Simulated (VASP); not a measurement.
# Pressure and energy of rock-salt ZrC from 6% compression to 6% expansion, optB86b-vdW

I calculate the pressure and the static energy of rock-salt ZrC at seven volumes, from about 6% below to about 6% above equilibrium. The question is how strongly the crystal resists an even change of volume, and whether it resists compression and expansion equally. ZrC serves as a hard coating and as a ceramic for very high temperatures, where its stiffness helps to set the stresses that build up against a substrate or a neighbouring phase. Volume changes are counted from the minimum of the Birch-Murnaghan fit, and energies per atom from the lowest point of the series, the cell at 12.94 Å³ per atom. Positive pressure means that the cell is compressed.

## Systems and settings

A cell from a diffraction database, relaxed at this level and then scaled evenly, fractional positions kept. VASP 6.6.1, plane waves with PAW, optB86b-vdW, cutoff 520 eV, k mesh 10×10×10, no spin polarisation, no spin-orbit coupling, static lattice. A Birch-Murnaghan fit to the energies has its minimum at 12.95 Å³ per atom.

Notes on method and selection:

- The pressure is that of a finite plane-wave basis, so it need not vanish exactly at the minimum of the energy.
- Only series whose fit has its minimum inside the range and an error under 0.5 meV per atom are shown.
- Where rows or columns differ in functional or spin-orbit coupling, non-spherical gradient terms in the PAW spheres (LASPH) may be on in some and off in others.
- Runs that did not converge, have known faults or may not be shown are not listed, and runs on Ansatz's PAW sets soft_1 and soft_2 are kept to separate tables.

Columns:

- volume change (%): volume relative to the fitted equilibrium volume.
- pressure (GPa): pressure from the stress tensor (positive: compressed).
- energy (meV/atom): energy per atom above the lowest point of the series.

Input lines of one member:

```
PREC = Accurate
ENCUT = 520
EDIFF = 1E-06
NELM = 100
ISMEAR = 0
SIGMA = 0.05
LREAL = .FALSE.
ALGO = Normal
GGA = MK
AGGAC = 0
LUSE_VDW = .TRUE.
PARAM1 = 0.1234
PARAM2 = 1
LASPH = .TRUE.
NBANDS = 14
```

Command (options for logging and memory left out): `mpirun -np 2 vasp_std`

## Table of results

| member | volume change (%) | pressure (GPa) | energy (meV/atom) |
| --- | --- | --- | --- |
| 12.17 Å³ | −6.03 | 16.07 | 37.4 |
| 12.43 Å³ | −4.03 | 10.17 | 16.1 |
| 12.69 Å³ | −2.03 | 4.82 | 4.0 |
| 12.94 Å³ | −0.03 | 0.00 | 0.0 |
| 13.20 Å³ | 1.97 | −4.36 | 3.5 |
| 13.46 Å³ | 3.97 | −8.30 | 13.7 |
| 13.72 Å³ | 5.97 | −11.85 | 29.9 |

Least-squares fits to the whole series, with x = volume change (%); R² and errors in the fitted variable (y, or ln y where the fit is in ln y):

| y | members | fit | R² | rms residual | leave-one-out rms | the same for the mean of the others |
| --- | --- | --- | --- | --- | --- | --- |
| pressure (GPa) | 7 | y = −0.07286 − 2.316 x + 0.05869 x² | 1.00 | 0.042 | 0.11 | 11 |
| energy (meV/atom) | 7 | y = −0.02358 − 0.4404 x + 0.9345 x² | 1.00 | 0.71 | 1.9 | 15 |

## The trend and its physics

Pressure falls at every step as the cell grows, from 16.07 GPa in the smallest cell to −11.85 GPa in the largest. The energy rises on both sides of the 12.94 Å³ cell.

The slope of the pressure at equilibrium gives the bulk modulus, B = −V dP/dV. From the two cells on either side of the middle one I get (4.82 + 4.36) / (2.03 + 1.97) = 2.295 GPa per percent, so B is 100 × 2.295 = 230 GPa. This is a stiff solid: a volume change of 1% takes more than 2 GPa.

The stiffness itself depends on volume. Between the two smallest cells the pressure changes by 16.07 − 10.17 = 5.90 GPa, and between the two largest by 11.85 − 8.30 = 3.55 GPa, for the same 2% step. The ratio is 5.90 / 3.55 = 1.66. The energy carries the same asymmetry: 6.03% of compression costs 37.4 meV/atom, while 5.97% of expansion costs 29.9 meV/atom.

The reason lies in how the forces between neighbours vary with distance. In rock salt the Zr–C distance is the cube root of the volume per atom, so it runs only from 12.17^(1/3) = 2.30 Å to 13.72^(1/3) = 2.39 Å over the whole series. Shortening the bond raises the kinetic energy of the valence electrons and pushes filled shells into each other, and this repulsion grows steeply. The attraction from Zr–C bonding varies more gently with distance. Compression therefore meets a rising resistance, and expansion a falling one. That is the general theory of cohesion; the columns show its result, not the separate terms.

The rate of stiffening can be read from the end intervals. The slopes there are 5.90 / 2.00 = 2.95 and 3.55 / 2.00 = 1.775 GPa per percent. The middle volumes, in percent of the equilibrium volume, are 100 − (6.03 + 4.03) / 2 = 94.97 and 100 + (3.97 + 5.97) / 2 = 104.97. B is then 2.95 × 94.97 = 280 GPa at a mean pressure of (16.07 + 10.17) / 2 = 13.1 GPa, and 1.775 × 104.97 = 186 GPa at a mean tension of (8.30 + 11.85) / 2 = 10.1 GPa. The pressure derivative of B is then (280 − 186) / (13.1 + 10.1) = 4.1, an ordinary value for a dense solid.

## Exceptions

Largest departures from the fit to the whole series:

| member | pressure (GPa) | fit | computed − fit | in rms residuals |
| --- | --- | --- | --- | --- |
| 12.69 Å³ | 4.82 | 4.87 | −0.05 | 1.2 |
| 13.20 Å³ | −4.36 | −4.41 | +0.05 | 1.1 |
| 12.43 Å³ | 10.17 | 10.21 | −0.04 | 1.0 |
| 12.17 Å³ | 16.07 | 16.03 | +0.04 | 1.0 |

No cell stands apart from the others. The largest departures from the quadratic fit to the pressure are 0.05 GPa, at 12.69 Å³ and 13.20 Å³, on a range of nearly 28 GPa. Their signs follow a pattern: the fit is too low at 12.17 Å³, too high at 12.43 and 12.69 Å³, and too low again at 13.20 Å³. This is what a missing cubic term leaves behind, so I blame the form of the fit and not the cells.

The same omission matters more for the energy. The minimum of the fitted parabola lies at 0.4404 / (2 × 0.9345) = +0.24%, although the Birch-Murnaghan minimum is at zero by definition. I would not take an equilibrium volume from that parabola.

The 12.94 Å³ cell has a small oddity of its own. It is compressed by 0.03% and should show about 0.03 × 2.3 = 0.07 GPa, yet its pressure is 0.00 GPa. The likely cause is the finite plane-wave basis, which makes the computed pressure slightly too low, so that relaxation to zero stress stops at a volume slightly too small.

## Questions the table answers

**What pressure compresses ZrC by 3%?**

I put x = −3 into the quadratic fit: −0.07286 + 2.316 × 3 + 0.05869 × 9 = 7.40 GPa. A straight line between the neighbouring cells gives 4.82 + ((3 − 2.03) / 2.00) × (10.17 − 4.82) = 7.41 GPa. The answer is 7.4 GPa, with an uncertainty of about 0.1 GPa from the interpolation.

**If my cell volume is wrong by 0.5%, will I notice it in the energy or in the pressure?**

The pressure shifts by 0.5 × 2.295 = 1.1 GPa, which is easy to see. For the energy I average the two cells near 2%: (4.0 + 3.5) / 2 = 3.75 meV/atom. The energy grows as the square of the volume change, so 0.5% costs about 3.75 × (0.5 / 2)² = 0.23 meV/atom, which is easily missed. The pressure is the better check on the volume.

**Do the pressures and the energies tell the same story?**

The work of compression is the integral of the pressure over volume. The trapezoid rule from the 12.94 Å³ cell to the smallest one gives 0.00 / 2 + 4.82 + 10.17 + 16.07 / 2 = 23.025 GPa for the sum of the mean pressures. Each step is 0.02 × 12.95 = 0.259 Å³ per atom, and 1 GPa Å³ is 6.24 meV, so the work is 23.025 × 0.259 × 6.24 = 37.2 meV/atom. The energy column gives 37.4 meV/atom. The two agree, and the basis error in the stress is harmless at this scale.

## Conclusions and limits

Within 6% of equilibrium on either side, a bulk modulus of about 230 GPa and a pressure derivative of about 4 describe ZrC well at this level. A single constant slope does not: it understates the pressure needed for strong compression and overstates the tension in strong expansion.

The lattice is static. Zero-point and thermal vibrations would add a positive pressure at each volume, so the equilibrium volume would grow and the bulk modulus there would fall. The crystal is also perfectly stoichiometric, whereas real ZrC usually lacks some carbon, and such vacancies tend to soften it. Both effects would place a real sample below the calculated stiffness, apart from the error of the functional, which is not compared with experiment here. The scaling is even in all directions, so these numbers do not describe a film strained only in its plane.

[Logs are printed without paths, hosts, clocks, repeated set-up lines and the standing remarks that a program may print on its own settings, such as how far it seeks lower states.]
